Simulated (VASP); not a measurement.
Level of theory: PBEsol GGA, VASP's PBE PAW potentials (set 64) (plane waves; VASP).

VASP ran on this input.

INCAR:
```
NELM  =  100
SIGMA  =  0.05   ! width (eV)
ALGO  =  Normal   ! blocked Davidson
PREC  =  Accurate
ISIF  =  3
EDIFF  =  1E-6   ! SCF stop (eV)
LCHARG  =  .False.
NSW  =  60   ! most ionic steps
SYSTEM  =  Be4Se3Te
LWAVE  =  .False.
LMAXMIX  =  4   ! l cut-off of mixed one-centre charges
EDIFFG  =  -0.02
ENCUT  =  400
LASPH  =  .True.   ! aspherical one-centre terms
IBRION  =  2   ! conjugate gradients
ISMEAR  =  0
GGA  =  PS   ! PBEsol
LREAL  =  .False.   ! projection in real space or not
```

KPOINTS:
```
Automatic
0
gamma
7 7 2
0 0 0
```

**POSCAR**
```
Be4Se3Te
1.0
  0.0000000000   2.6351182228   2.6351182228
  2.6351182228   0.0000000000   2.6351182228
 10.5173684075  10.5173684075   0.0231044838
Be Te Se
4 1 3
direct
  0.0180327570   0.0180327570   0.9864754323
  0.9827206598   0.9827206598   0.2629595052
  0.9949523734   0.9949523734   0.5037857199
  0.0045967837   0.0045967837   0.7465524123
  0.2491021485   0.2491021485   0.0631733886
  0.2397237768   0.2397237768   0.3202071674
  0.2498354055   0.2498354055   0.5626234459
  0.2610360954   0.2610360954   0.8042229285
```

POTCAR, in this order: Be Te Se (PBE.64 set). Program: vasp_std.

The run wrote:

### OUTCAR
```
 ion  position               nearest neighbor table
   1  0.018  0.018  0.986-   8 2.21   5 2.34   5 2.34   5 2.34
   2  0.983  0.983  0.263-   6 2.26   6 2.26   6 2.26   5 2.42
   3  0.995  0.995  0.504-   6 2.23   7 2.27   7 2.27   7 2.27
   4  0.005  0.005  0.747-   7 2.23   8 2.26   8 2.26   8 2.26
   5  0.249  0.249  0.063-   1 2.34   1 2.34   1 2.34   2 2.42
   6  0.240  0.240  0.320-   3 2.23   2 2.26   2 2.26   2 2.26
   7  0.250  0.250  0.563-   4 2.23   3 2.27   3 2.27   3 2.27
   8  0.261  0.261  0.804-   1 2.21   4 2.26   4 2.26   4 2.26
  LATTYP: Found a trigonal (rhomboedric) cell.
 ALAT       =    12.3203948708
 COS(alpha) =     0.9542542287
 Subroutine PRICEL returns:
 Original cell was already a primitive cell.
 Subroutine GETGRP returns: Found  6 space group operations
The static configuration has the point symmetry C_3v.
The dynamic configuration has the point symmetry C_3v.
 Subroutine INISYM returns: Found  6 space group operations
 Subroutine IBZKPT returns following result:
 Found     32 irreducible k-points:

 Following reciprocal coordinates:
            Coordinates               Weight
  0.000000  0.000000  0.000000      1.000000
  0.142857  0.000000 -0.000000      4.000000
  0.285714  0.000000 -0.000000      4.000000
  0.428571  0.000000  0.000000      4.000000
  0.142857  0.142857  0.000000      2.000000
  0.285714  0.142857  0.000000      4.000000
  0.428571  0.142857 -0.000000      4.000000
 -0.428571  0.142857  0.000000      4.000000
 -0.285714  0.142857 -0.000000      4.000000
 -0.142857  0.142857  0.000000      2.000000
  0.285714  0.285714  0.000000      2.000000
  0.428571  0.285714 -0.000000      4.000000
 -0.428571  0.285714  0.000000      4.000000
 -0.285714  0.285714  0.000000      2.000000
  0.428571  0.428571 -0.000000      2.000000
 -0.428571  0.428571  0.000000      2.000000
  0.000000  0.000000  0.500000      1.000000
...
```

### OSZICAR
```
       N       E                     dE             d eps       ncg     rms          rms(c)
DAV:   1     0.120328489262E+03    0.12033E+03   -0.11018E+04  1344   0.105E+03
DAV:   2    -0.265623837661E+02   -0.14689E+03   -0.14052E+03  1911   0.187E+02
DAV:   3    -0.367077011507E+02   -0.10145E+02   -0.10096E+02  1691   0.553E+01
DAV:   4    -0.368909334008E+02   -0.18323E+00   -0.18288E+00  1798   0.868E+00
DAV:   5    -0.368945881821E+02   -0.36548E-02   -0.36537E-02  1621   0.112E+00    0.736E+00
DAV:   6    -0.364539028504E+02    0.44069E+00   -0.36632E-01  1660   0.290E+00    0.443E+00
DAV:   7    -0.362944253122E+02    0.15948E+00   -0.44893E-01  1642   0.324E+00    0.587E-01
DAV:   8    -0.362943936153E+02    0.31697E-04   -0.21836E-02  1619   0.827E-01    0.327E-01
DAV:   9    -0.362946198337E+02   -0.22622E-03   -0.31746E-03  1702   0.302E-01    0.104E-01
DAV:  10    -0.362946994841E+02   -0.79650E-04   -0.38403E-04  1623   0.110E-01    0.569E-02
DAV:  11    -0.362947248463E+02   -0.25362E-04   -0.47052E-05  1670   0.465E-02    0.211E-02
DAV:  12    -0.362947318276E+02   -0.69814E-05   -0.20635E-05  1614   0.245E-02    0.870E-03
DAV:  13    -0.362947313527E+02    0.47497E-06   -0.27293E-06  1467   0.110E-02
   1 F= -.36294731E+02 E0= -.36294731E+02  d E =-.362947E+02
       N       E                     dE             d eps       ncg     rms          rms(c)
DAV:   1    -0.362960199378E+02   -0.12881E-02   -0.24919E-02  1559   0.807E-01    0.153E-01
DAV:   2    -0.362954421320E+02    0.57781E-03   -0.12694E-03  1644   0.218E-01    0.632E-02
DAV:   3    -0.362952882730E+02    0.15386E-03   -0.53410E-04  1649   0.103E-01    0.260E-02
DAV:   4    -0.362952804677E+02    0.78053E-05   -0.17720E-05  1650   0.261E-02    0.162E-02
DAV:   5    -0.362952761680E+02    0.42997E-05   -0.11488E-05  1649   0.177E-02    0.626E-03
DAV:   6    -0.362952765129E+02   -0.34493E-06   -0.10328E-06  1027   0.585E-03
   2 F= -.36295277E+02 E0= -.36295277E+02  d E =-.545160E-03
       N       E                     dE             d eps       ncg     rms          rms(c)
DAV:   1    -0.362953176174E+02   -0.41449E-04   -0.85644E-04  1529   0.150E-01    0.281E-02
DAV:   2    -0.362952979624E+02    0.19655E-04   -0.43456E-05  1644   0.403E-02    0.115E-02
DAV:   3    -0.362952930740E+02    0.48885E-05   -0.18198E-05  1652   0.190E-02    0.483E-03
DAV:   4    -0.362952930141E+02    0.59817E-07   -0.53046E-07   967   0.478E-03
   3 F= -.36295293E+02 E0= -.36295293E+02  d E =-.561661E-03
       N       E                     dE             d eps       ncg     rms          rms(c)
DAV:   1    -0.362954750558E+02   -0.18198E-03   -0.44708E-03  1414   0.357E-01    0.402E-02
DAV:   2    -0.362954444323E+02    0.30624E-04   -0.20330E-04  1683   0.801E-02    0.195E-02
DAV:   3    -0.362954321516E+02    0.12281E-04   -0.27874E-05  1630   0.253E-02    0.795E-03
DAV:   4    -0.362954301223E+02    0.20293E-05   -0.16047E-06  1137   0.777E-03    0.447E-03
DAV:   5    -0.362954291468E+02    0.97555E-06   -0.14349E-06  1103   0.730E-03
   4 F= -.36295429E+02 E0= -.36295429E+02  d E =-.136133E-03
```

**OUTCAR**
```
------------------------ aborting loop because EDIFF is reached ----------------------------------------
  FORCE on cell =-STRESS in cart. coord.  units (eV):
  Direction    XX          YY          ZZ          XY          YZ          ZX
  --------------------------------------------------------------------------------------
  Total        0.0177375      0.0177375      0.0177375      0.0006997     -0.0006997     -0.0006997
  in kB        0.1952475      0.1952475      0.1952475      0.0077024     -0.0077024     -0.0077024
  external PRESSURE =       0.1952475 kB  Pullay stress =       0.0000000 kB
  volume of cell :      145.55
      direct lattice vectors                 reciprocal lattice vectors
     0.000000000  2.631053051  2.631053051    -0.190105148  0.189970807  0.190105148
     2.631053051  0.000000000  2.631053051     0.189970807 -0.190105148  0.190105148
    10.516780312 10.516780312  0.007431892     0.047559872  0.047559872 -0.047559872
 POSITION                                       TOTAL-FORCE (eV/Angst)
 -----------------------------------------------------------------------------------
     10.42056     10.42056      0.10365        -0.006582     -0.006582      0.006582
      5.35106      5.35106      5.17315        -0.001153     -0.001153      0.001153
      7.91777      7.91777      5.23750         0.004857      0.004857     -0.004857
      7.86111      7.86111      0.03205        -0.007576     -0.007576      0.007576
      1.31887      1.31887      1.31218         0.001271      0.001271     -0.001271
      4.00032      4.00032      1.26179         0.011016      0.011016     -0.011016
      6.57392      6.57392      1.31924         0.003204      0.003204     -0.003204
      9.14588      9.14588      1.37834        -0.005037     -0.005037      0.005037
 -----------------------------------------------------------------------------------
    total drift:                               -0.000142     -0.000142      0.000143
  FREE ENERGIE OF THE ION-ELECTRON SYSTEM (eV)
  ---------------------------------------------------
  free  energy   TOTEN  =       -36.2954291468 eV

  energy  without entropy=      -36.2954291468  energy(sigma->0) =      -36.29542915

 reached required accuracy - stopping structural energy minimisation
```
(Selected blocks of OUTCAR.)

**CONTCAR**
```
Be4Se3Te
   1.00000000000000
     0.0000000000000086    2.6310530511030126    2.6310530511029953
     2.6310530511030126    0.0000000000000086    2.6310530511029953
    10.5167803123391135   10.5167803123391135    0.0074318921728144
  Be              Te              Se
     4     1     3
Direct
     0.0183045004005332    0.0183045004005332    0.9862716247495975
     0.9827244986597711    0.9827244986597711    0.2629566260551744
     0.9946114617157326    0.9946114617157326    0.5040414036631996
     0.0050370826590510    0.0050370826590510    0.7462221880807113
     0.2492756008240316    0.2492756008240316    0.0630432993569759
     0.2393354617352210    0.2393354617352210    0.3204984036985825
     0.2499111034205099    0.2499111034205099    0.5625666724596198
     0.2608002906851514    0.2608002906851514    0.8043997820361409
```

The structure was generated: Be4Se3Te was put into an ordered model structure (R3m), which need not be its known phase. This run relaxes it. Symmetry was kept, so distortions that lower it aren't found. The start is the result of an earlier pass.
